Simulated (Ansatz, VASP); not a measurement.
**Cross-check of InP between VASP and Ansatz**

Wanted: the spread between two codes on one cell, functional and k mesh. The cell is taken from a series of runs on this material, whose earlier steps may have relaxed, scaled, displaced or heated it; both programs get it as it stands.

Method: plane waves, with VASP 6.6.1 beside it; zone-centre phonons at LDA, in Ansatz 0.2.0.

## (1) Starting point

It takes space group F-43m (No. 216, cubic). The conventional cell has a = 5.827 Å, b = 5.827 Å, c = 5.827 Å, α = 90.00°, β = 90.00°, γ = 90.00°. Nearest to P lie 4 In at 2.52 Å. Nearest to In lie 4 P at 2.52 Å. Farther neighbours are not listed.

## (2) Ansatz: zone-centre phonons, LDA

Ansatz runs on its PAW soft_1 files.

Second derivatives magnify differences that forces hide, and they need a tight electronic threshold.

Input file input.yaml:

```yaml
crystal:
  lattice:
    - [0.0, 2.913490597, 2.913490597]
    - [2.913490597, 0.0, 2.913490597]
    - [2.913490597, 2.913490597, 0.0]
  atoms:
    - { symbol: P, position: [0.75, 0.75, 0.75] }
    - { symbol: In, position: [0.0, 0.0, 0.0] }
total_charge: -0.049462
kpoints:
  mp_grid: { grid: [24, 24, 24] }
hamiltonian:
  xc: lda
  pseudopotentials: { kind: paw, azcp: { folder: soft_1 }, xc_functional: pbe }
scf:
  occupations: { method: fermi_dirac, width: 0.03 }
output:
  eigenvalues: true
phonons:
  method: dfpt
```

Started as:

```sh
$ ansatz run input.yaml --threads 8 --pin off --max-ram 16384MiB --backend cpu --events-out ev --progress --plain --runs-dir out
```

Numbers of over 12 decimals in the logs are rounded to 6 here.

The log of the run:

```text
zone centre: on kpoints.mp_grid the ground state, and the responses unless they are solved on pairs of k-points, stand on 1063 of the mesh's 13824 k-points, reduced under 8 symmetry operations, with k and −k counted as one. Each operation leaves every solved displacement unchanged or reverses it
Engine: ansatz 0.2.0, aarch64-unknown-linux-gnu
Pseudopotentials: kind: paw
Pseudopotential: P, paw, valence charge 5, recommended cutoff 420 eV (normal), soft_1/P.paw.azcp
Pseudopotential: In, paw, valence charge 13, recommended cutoff 420 eV (normal), soft_1/In.paw.azcp
Functional definition: SPW92
  exchange = slater_x
  correlation = pw_c
Crystal: 2 atoms, lattice volume = 49.462 Å³
Basis set: ecut = 420 eV, 941 PW (Γ), exchange–correlation on 60×60×60 points (8 copies of the dense FFT grid, shifted against one another)
Bands: 14, of which v1, the nominal top of the filled ones, is band 9 counted from 1 (8 counted from 0)
Symmetry: 24 space group operations
k-points: 1063 of 13824 (irreducible under 8 space group operations, time reversal used)
Non-local potential: P, projectors of the file, l = 0: 2, l = 1: 2, l = 2: 1
Non-local potential: In, projectors of the file, l = 0: 2, l = 1: 2, l = 2: 2, l = 3: 1
PAW form: soft (Blöchl's): semilocal exchange-correlation on the pseudo side does not see the compensation charge
PAW frozen core: P, regenerated for the run's functional, and the local potential with it (the file was generated under x = pbe(κ = 0.804, μ = 0.219515), c = pbe(β = 0.066725))
PAW frozen core: In, regenerated for the run's functional, and the local potential with it (the file was generated under x = pbe(κ = 0.804, μ = 0.219515), c = pbe(β = 0.066725))
PAW one-centre angular grid: P, 110 points (default); XC on 64 Gauss nodes
PAW one-centre angular grid: In, 590 points (default); XC on 64 Gauss nodes
Initial density: superposition of atomic densities (chi_scale 0.1, normalization cell, long waves kept (reshape's long-wave potential 0.00 eV rms))
Initial wavefunctions: pseudopotential atomic-orbital guess
Functional: x = slater, c = lda
SCF iter   1: F=—  HF=-6183.470291 eV  |F-HF|=—  |Δ(HF+E_count)|=         —  Δρ=3.35e-2  dr2=8.63e-1  ethr=3.10e-3  ⟨swp⟩=6.4  Hψ=100330  notcnv=0
preconditioner: auto → Kerker (q_TF=auto, 2.306 Å⁻¹)  [metal: Δε(μ)=0.026 eV  Ē_g=15.052 eV  σ=0.030 eV  W_gap=0.21  n_scr=14 (ndim 8)  ℏωp=22.4 eV  f_vac=0.000  D(μ)=0.23/eV (n_scr^D=0)]
SCF iter   2: F=—  HF=-6183.250445 eV  |F-HF|=—  |Δ(HF+E_count)|=   2.20e-1  Δρ=1.95e-2  dr2=2.47e-1  ethr=3.10e-3  ⟨swp⟩=2.0  Hψ=28059  notcnv=0  defer=644
SCF iter   3: F=—  HF=-6183.188988 eV  |F-HF|=—  |Δ(HF+E_count)|=   6.15e-2  Δρ=4.57e-3  dr2=1.55e-2  ethr=1.37e-3  ⟨swp⟩=2.3  Hψ=21439  notcnv=0  defer=644
SCF iter   4: F=—  HF=-6183.186975 eV  |F-HF|=—  |Δ(HF+E_count)|=   2.01e-3  Δρ=1.39e-3  dr2=1.78e-3  ethr=8.60e-5  ⟨swp⟩=2.5  Hψ=24354  notcnv=0  defer=644
SCF iter   5: F=—  HF=-6183.187063 eV  |F-HF|=—  |Δ(HF+E_count)|=   8.76e-5  Δρ=4.23e-4  dr2=1.21e-4  ethr=9.84e-6  ⟨swp⟩=2.1  Hψ=23723  notcnv=0  defer=644
SCF iter   6: F=—  HF=-6183.187084 eV  |F-HF|=—  |Δ(HF+E_count)|=   2.14e-5  Δρ=5.38e-5  dr2=1.11e-6  ethr=6.68e-7  ⟨swp⟩=2.5  Hψ=18833  notcnv=0  defer=644
SCF iter   7: F=—  HF=-6183.187084 eV  |F-HF|=—  |Δ(HF+E_count)|=   3.99e-7  Δρ=8.33e-6  dr2=3.76e-8  ethr=6.13e-9  ⟨swp⟩=3.0  Hψ=24925  notcnv=0  defer=644
SCF iter   8: F=—  HF=-6183.187084 eV  |F-HF|=—  |Δ(HF+E_count)|=   1.51e-8  Δρ=2.29e-6  dr2=4.82e-9  ethr=2.09e-10  ⟨swp⟩=2.2  Hψ=23241  notcnv=0  defer=644
SCF iter   9: F=—  HF=-6183.187084 eV  |F-HF|=—  |Δ(HF+E_count)|=   1.23e-9  Δρ=7.24e-7  dr2=5.18e-10  ethr=2.67e-11  ⟨swp⟩=1.5  Hψ=15852  notcnv=0  defer=644
SCF iter  10: F=-6183.187084 eV  HF=-6183.187084 eV  |F-HF|=0.00e0  |Δ(HF+E_count)|=  4.00e-11  Δρ=1.07e-7  dr2=5.84e-12  ethr=1.00e-12  ⟨swp⟩=10.1  Hψ=96573  notcnv=0
SCF 1 converged in 10 iterations: F = -6183.187084 eV  dr2 = 5.84e-12
  greatest PAW one-centre occupation: 0.982 electrons in one spin orbital (limit 2), on the In atom at site 1 (counted from 0), in its partial waves of l = 2
DFPT response loops at Γ: preconditioner auto → Kerker (q_TF=auto, 2.306 Å⁻¹) (partly filled bands, converged f_vac=0.005); β = 1.00, the filter's whole step (`scf.mixing.beta` (0.50) is not read by the response loops under this deck's `scf.mixing.preconditioner`; to damp them name `kerker` or `kerker_dos`, under which they read `scf.mixing.beta`, and type it under 1.00, their step now; both keys bind the ground state too); Broyden in place of MSR1
SCF converged after 10 iterations
Free energy (F): -6183.187084 eV
Harris-Foulkes:  -6183.187084 eV  (|F-HF|=0.00e0)
Internal energy: -6183.186225 eV  (E = F + TS)
E sigma→0 (E₀):  -6183.186655 eV
Entropy (-TS):   -0.000859 eV (-0.430 meV/atom)
Fermi energy:    8.591097 eV
--- Per-component energies (eV) ---
  E_band       = -52.692392
  E_kinetic    = 289.809111
  E_local      = -1325.275004  (includes V_loc(G=0)·N_el)
  E_nonlocal   = 364.161936
  E_hartree    = 529.399845
  E_xc         = -214.717437
  E_vxc        = -152.498613  (∫ρ·V_xc dr)
  E_paw        = -4599.131679  (= ΣΔE_a)
  E_vpaw       = -287.689674  (= ΣTr[D̂ρ^β])
  E_aug_tail   = 0.000084  (compensation charges beyond the density's cutoff)
  E_ewald      = -1227.834968
  E_core_change = 0.401886  (= ΣΔE_core)
  E_smearing   = -0.000859  (= −TS)
  E_closure    = 0.000000  (closes the sum)
  E_deformation_potential = -0.659222  (in the stress; not in F)
  Σ components = -6183.187084   (vs F -6183.187084, Δ=0.00e0)
--- Band table (eV; the first three rows and the last of 1063) ---
  k-point 0: bands = [... 5 lower, -4.6834, 6.9993, 6.9993, 6.9993, 7.5672, 10.9441, 10.9441, 10.9441, ... 1 higher]
  k-point 1: bands = [... 5 lower, -4.6625, 6.6269, 6.9747, 6.9747, 7.8735, 10.9454, 10.9807, 10.9807, ... 1 higher]
  k-point 2: bands = [... 5 lower, -4.6003, 6.0286, 6.9052, 6.9052, 8.2646, 10.9775, 11.0832, 11.0832, ... 1 higher]
  k-point 1062: bands = [... 5 lower, -2.0868, 1.1942, 3.9107, 3.9342, 11.1626, 11.3310, 12.4306, 13.0206, ... 1 higher]
--- Phonons (Γ-DFPT): 2 representative perturbations + reference, on 1063 of 13824 k-points (Σ response iterations 6) ---
  k mesh reduced under 8 symmetry operations, with k and −k counted as one. Each operation leaves every solved displacement unchanged or reverses it
  ASR residual: 1.682e-5 → 0.000e0 eV/Å²; symmetrization residual: 3.433e-6 eV/Å²
  ASR residual per site (eV/Å²): 3.92e-6 1.68e-5
  Γ frequencies (cm⁻¹): 0.00 0.00 0.00 300.89 300.89 300.89
  non-analytic LO–TO correction: not included (Born effective charges unavailable; polar crystals: no LO–TO splitting at Γ)
```

## (3) VASP: zone-centre phonons, LDA

The same cell, functional (in two slightly different forms), mesh and smearing now go to VASP, with its own data sets.

Lines of VASP's logs that name or quote its potential files are left out, and so is its time.

Input file INCAR:

```
SYSTEM = InP
PREC = Accurate
ENCUT = 500
EDIFF = 1E-08
NELM = 120
ISMEAR = -1
SIGMA = 0.03
LREAL = .FALSE.
ALGO = Normal
GGA = PW92
NELECT = 18.049462
NBANDS = 15
LORBIT = 11
LWAVE = .FALSE.
LCHARG = .FALSE.
ISIF = 2
IBRION = 8
LASPH = .TRUE.
GGA_COMPAT = .FALSE.
KPAR = 2
```

Input file POSCAR:

```
InP
1.0
    0.0000000000      2.9134905970      2.9134905970
    2.9134905970      0.0000000000      2.9134905970
    2.9134905970      2.9134905970      0.0000000000
P In
1 1
Direct
    0.7500000000      0.7500000000      0.7500000000
    0.0000000000      1.0000000000      0.0000000000
```

Input file KPOINTS:

```
Automatic mesh
0
Gamma
24 24 24
0 0 0
```

Potentials, in the order of the species: P and In_d (LDA family, release 64).

Started as:

```sh
$ mpirun -np 2 vasp_std
```

The log of the run:

```text
[banner, memory and clock lines left out]
running    2 mpi-ranks, on    1 nodes
 distrk:  each k-point on    1 cores,    2 groups
 distr:  one band on    1 cores,    1 groups

 POSCAR found type information on POSCAR P In
 POSCAR found :  2 types and       2 ions
|                                                                             |
|               ----> ADVICE to this user running VASP <----                  |
|                                                                             |
|     You enforced a specific xc type in the INCAR file but a different       |
|     [... a line on the potential file left out ...]
|     I HOPE YOU KNOW WHAT YOU ARE DOING!                                     |
|                                                                             |

 LDA part: xc-table for (Slater(with rela. corr.)+PW92), standard interpolation
 POSCAR, INCAR and KPOINTS ok, starting setup
 FFT: planning ... GRIDC
 FFT: planning ... GRID_SOFT
 FFT: planning ... GRID
 WAVECAR not read
 entering main loop
       N       E                     dE             d eps       ncg     rms          rms(c)
DAV:   1     0.111235209619E+03    0.11124E+03   -0.83191E+03 12475   0.131E+03
DAV:   2    -0.203786490890E+01   -0.11327E+03   -0.10890E+03 13482   0.307E+02
DAV:   3    -0.958613087739E+01   -0.75483E+01   -0.74730E+01 16142   0.798E+01
DAV:   4    -0.978825906093E+01   -0.20213E+00   -0.20205E+00 15712   0.141E+01
DAV:   5    -0.979795902447E+01   -0.97000E-02   -0.96997E-02 18949   0.266E+00BRMIX: very serious problems
 the old and the new charge density differ
 old charge density:    18.00000 new   18.04946
BRMIX: very serious problems
 the old and the new charge density differ
 old charge density:    18.00000 new   18.04946
    0.605E+00
DAV:   6    -0.938733764796E+01    0.41062E+00   -0.63759E-01 19890   0.134E+01    0.364E+00
DAV:   7    -0.934431604270E+01    0.43022E-01   -0.15782E-01 17583   0.332E+00    0.122E+00
DAV:   8    -0.933893752986E+01    0.53785E-02   -0.14010E-02 16811   0.143E+00    0.403E-01
DAV:   9    -0.933867286607E+01    0.26466E-03   -0.10596E-03 17066   0.389E-01    0.187E-01
DAV:  10    -0.933870279392E+01   -0.29928E-04   -0.17076E-04 19806   0.177E-01    0.112E-01
DAV:  11    -0.933870523679E+01   -0.24429E-05   -0.36214E-05 19481   0.938E-02    0.648E-02
DAV:  12    -0.933870283909E+01    0.23977E-05   -0.54137E-06 15694   0.192E-02    0.105E-02
DAV:  13    -0.933870283426E+01    0.48312E-08   -0.44866E-07 15841   0.369E-03    0.866E-03
DAV:  14    -0.933870281900E+01    0.15256E-07   -0.28058E-08 16079   0.276E-03    0.249E-03
DAV:  15    -0.933870280920E+01    0.98078E-08   -0.27199E-08 15001   0.156E-03
   1 F= -.93387028E+01 E0= -.93382538E+01  d E =-.898035E-03
 Linear response reoptimize wavefunctions to high precision
DAV:   1    -0.933870280936E+01   -0.16553E-09   -0.16036E-09 13898   0.245E-04
DAV:   2    -0.933870280937E+01   -0.70486E-11   -0.28468E-11  9177   0.496E-05
 Linear response DOF=           2
 Linear response progress:
  Degree of freedom:   1/  2
       N       E                     dE             d eps       ncg     rms          rms(c)
RMM:   1    -0.505444075556E-01   -0.50544E-01    0.33180E-02125273   0.185E+00
RMM:   2    -0.483373563000E-01    0.22071E-02   -0.39635E-04 95731   0.661E-01    0.152E-01
RMM:   3    -0.489379327571E-01   -0.60058E-03   -0.15609E-03108929   0.280E-01    0.582E-02
RMM:   4    -0.492019331770E-01   -0.26400E-03   -0.19379E-04110656   0.105E-01    0.178E-02
RMM:   5    -0.492287998546E-01   -0.26867E-04   -0.20101E-05116744   0.333E-02    0.110E-02
RMM:   6    -0.492187053945E-01    0.10094E-04   -0.43590E-06114200   0.115E-02    0.394E-03
RMM:   7    -0.492193097754E-01   -0.60438E-06   -0.34123E-07114633   0.409E-03    0.184E-03
RMM:   8    -0.492221580829E-01   -0.28483E-05   -0.20420E-08117613   0.160E-03    0.441E-04
RMM:   9    -0.492221879454E-01   -0.29863E-07    0.13538E-06127507   0.531E-04    0.235E-04
RMM:  10    -0.492222293330E-01   -0.41388E-07    0.26466E-07119105   0.219E-04    0.636E-05
RMM:  11    -0.492223238965E-01   -0.94564E-07    0.22729E-08123555   0.947E-05    0.416E-05
RMM:  12    -0.492223241146E-01   -0.21806E-09    0.14015E-08121804   0.397E-05    0.314E-05
 first order change of Fermi-energy   0.60474E-04
 force on displaced ion       1 direction 1 :  -8.067   0.000   0.000
 Linear response progress:
  Degree of freedom:   2/  2
       N       E                     dE             d eps       ncg     rms          rms(c)
RMM:   1    -0.234530331113E+00   -0.23453E+00   -0.62119E-02 79377   0.511E+00
RMM:   2    -0.237155824797E+00   -0.26255E-02   -0.15069E-02100205   0.110E+00    0.912E-02
RMM:   3    -0.237165398191E+00   -0.95734E-05   -0.17499E-03110176   0.341E-01    0.475E-02
RMM:   4    -0.237006175472E+00    0.15922E-03   -0.17870E-04112480   0.118E-01    0.238E-02
RMM:   5    -0.236983986952E+00    0.22189E-04   -0.24257E-05115932   0.427E-02    0.812E-03
RMM:   6    -0.236993258504E+00   -0.92716E-05   -0.13873E-05117977   0.152E-02    0.228E-03
RMM:   7    -0.237004294152E+00   -0.11036E-04   -0.83002E-06117697   0.465E-03    0.711E-04
RMM:   8    -0.237001424851E+00    0.28693E-05   -0.23548E-06117383   0.198E-03    0.385E-04
RMM:   9    -0.236999473401E+00    0.19514E-05   -0.14347E-06117174   0.928E-04    0.171E-04
RMM:  10    -0.237000175637E+00   -0.70224E-06   -0.37812E-07114486   0.467E-04    0.127E-04
RMM:  11    -0.237000130918E+00    0.44719E-07   -0.17199E-07124653   0.236E-04    0.982E-05
RMM:  12    -0.237000164464E+00   -0.33546E-07   -0.10656E-07123118   0.136E-04    0.936E-05
RMM:  13    -0.237000131883E+00    0.32581E-07   -0.51386E-09115369   0.898E-05    0.302E-05
RMM:  14    -0.237000197418E+00   -0.65535E-07    0.68346E-09113597   0.664E-05    0.926E-06
RMM:  15    -0.237000197044E+00    0.37458E-09    0.53004E-09124293   0.487E-05    0.115E-05
 first order change of Fermi-energy  -0.11667E-05
 force on displaced ion       2 direction 1 :  -8.098  -0.000  -0.000
 Linear response finished
```

From OUTCAR (step 3):

```text
NELECT = 18.049462

 ion  position               nearest neighbor table
   1  0.750  0.750  0.750-   2 2.52   2 2.52   2 2.52   2 2.52
   2  0.000  0.000  0.000-   1 2.52   1 2.52   1 2.52   1 2.52

  LATTYP: Found a face centered cubic cell.
 ALAT       =     5.8269811940

 Subroutine GETGRP returns: Found 24 space group operations
 (whereof 24 operations were pure point group operations)

The static configuration has the point symmetry T_d .

 Found    413 irreducible k-points:

   k-points           NKPTS =    413   k-points in BZ     NKDIM =    413   number of bands    NBANDS=     15

   dimension x,y,z NGX =    30 NGY =   30 NGZ =   30
   dimension x,y,z NGXF=    60 NGYF=   60 NGZF=   60

   ENCUT  =  500.0 eV  36.75 Ry    6.06 a.u.   7.51  7.51  7.51*2*pi/ulx,y,z

 k-points in reciprocal lattice and weights: Automatic mesh
   0.00000000  0.00000000  0.00000000       0.000
   0.04166667  0.00000000  0.00000000       0.001
   0.08333333  0.00000000  0.00000000       0.001
   0.12500000  0.00000000  0.00000000       0.001
   0.16666667  0.00000000  0.00000000       0.001
   0.20833333  0.00000000  0.00000000       0.001
   0.25000000  0.00000000  0.00000000       0.001
   0.29166667  0.00000000  0.00000000       0.001
   0.33333333  0.00000000  0.00000000       0.001
[...]
-0.29166667  0.50000000  0.20833333       0.001
  -0.25000000  0.50000000  0.25000000       0.000

 average (electrostatic) potential at core
       1 -83.8088       2 -95.0603

  Total        0.6890766      0.6890766      0.6890766      0.0000000     -0.0000000     -0.0000000
  in kB       22.3206715     22.3206715     22.3206715      0.0000000     -0.0000000     -0.0000000
  external PRESSURE =      22.3206715 kB  Pullay stress =       0.0000000 kB

  energy-cutoff  :      500.00
  volume of cell :       49.46
      direct lattice vectors                 reciprocal lattice vectors
     0.000000000  2.913490597  2.913490597    -0.171615450  0.171615450  0.171615450
     2.913490597  0.000000000  2.913490597     0.171615450 -0.171615450  0.171615450
     2.913490597  2.913490597  0.000000000     0.171615450  0.171615450 -0.171615450

 POSITION                                       TOTAL-FORCE (eV/Angst)
 -----------------------------------------------------------------------------------
      4.37024      4.37024      4.37024         0.000000     -0.000000      0.000000
      0.00000      0.00000      0.00000        -0.000000      0.000000     -0.000000
 -----------------------------------------------------------------------------------
    total drift:                                0.000000      0.000000      0.000000

 Eigenvectors and eigenvalues of the dynamical matrix
 ----------------------------------------------------

   1 f  =    8.993884 THz    56.510239 2PiTHz  300.003675 cm-1    37.195698 meV
             X         Y         Z           dx          dy          dz
      4.370236  4.370236  4.370236     0.000000    0.000000   -0.887085
      0.000000  0.000000  0.000000     0.000000    0.000000    0.461607

   2 f  =    8.993884 THz    56.510239 2PiTHz  300.003675 cm-1    37.195698 meV
             X         Y         Z           dx          dy          dz
      4.370236  4.370236  4.370236     0.000000    0.887085    0.000000
      0.000000  0.000000  0.000000    -0.000000   -0.461607    0.000000

   3 f  =    8.993884 THz    56.510239 2PiTHz  300.003675 cm-1    37.195698 meV
             X         Y         Z           dx          dy          dz
      4.370236  4.370236  4.370236     0.887085   -0.000000    0.000000
      0.000000  0.000000  0.000000    -0.461607    0.000000    0.000000

   4 f/i=    0.006928 THz     0.043529 2PiTHz    0.231090 cm-1     0.028652 meV
             X         Y         Z           dx          dy          dz
      4.370236  4.370236  4.370236     0.002893   -0.092250    0.452286
      0.000000  0.000000  0.000000     0.005559   -0.177279    0.869172

   5 f/i=    0.006928 THz     0.043529 2PiTHz    0.231090 cm-1     0.028652 meV
             X         Y         Z           dx          dy          dz
      4.370236  4.370236  4.370236     0.427859   -0.169204   -0.037248
      0.000000  0.000000  0.000000     0.822231   -0.325165   -0.071581

   6 f/i=    0.006928 THz     0.043529 2PiTHz    0.231090 cm-1     0.028652 meV
             X         Y         Z           dx          dy          dz
      4.370236  4.370236  4.370236    -0.173231   -0.419453   -0.084445
      0.000000  0.000000  0.000000    -0.332904   -0.806076   -0.162281

 ELASTIC MODULI CONTR FROM IONIC RELAXATION (kBar)
 Direction    XX          YY          ZZ          XY          YZ          ZX
 --------------------------------------------------------------------------------
 XX          -0.0000      0.0000     -0.0000     -0.0000      0.0000     -0.0000
 YY           0.0000     -0.0000      0.0000     -0.0000     -0.0000      0.0000
 ZZ          -0.0000      0.0000     -0.0000      0.0000     -0.0000     -0.0000
 XY          -0.0000     -0.0000      0.0000   -292.3064      0.0000      0.0000
 YZ           0.0000     -0.0000     -0.0000      0.0000   -292.3064     -0.0000
 ZX          -0.0000      0.0000     -0.0000      0.0000     -0.0000   -292.3064
 --------------------------------------------------------------------------------
```

The cell is charged against a uniform background. Energies printed during the response cycles are not total energies of the cell.

## (4) Side by side

Known differences besides the potentials themselves: the cutoff is 420 eV in Ansatz and 500 eV in VASP; VASP's log shows a relativistic correction to its local exchange, Ansatz's none. Total energies have different zeros and are not compared.

The two programs side by side:

| quantity | Ansatz | VASP | difference |
| --- | --- | --- | --- |
| optical mode 1 to 3 (cm⁻¹) | 300.9 | 300.0 | +0.30 % |

Modes are paired by rising frequency, not by their patterns, so a pair may set unlike modes beside each other; they are those without the splitting of longitudinal modes. The cell carries a charge of -0.049462 e against a uniform background, so its pressure also hangs on how the neutralising background is counted, and in a defect's cell a gap may be the spacing between its levels.

## (5) Summary of results

```json
{"r.m.s. difference of the optical zone-centre modes, each program's sorted by frequency (zone-centre phonons, LDA)": "0.89 cm⁻¹"}
```

**Reading.** The r.m.s. difference of the optical zone-centre modes, each program's sorted by frequency is 0.89 cm⁻¹ (zone-centre phonons, LDA). How closely two codes agree says nothing of how well the functional describes the real material.

[Lines on the potential files, build, host, timing and source positions are cut from VASP's logs without a mark.]

[Logs are printed without paths, hosts, clocks, repeated set-up lines and the standing remarks that a program may print on its own settings, such as how far it seeks lower states.]

[Hosts, paths, dates, database ids (printed as entryN), source tags and the programs' standing remarks are cut or masked in the printed files.]
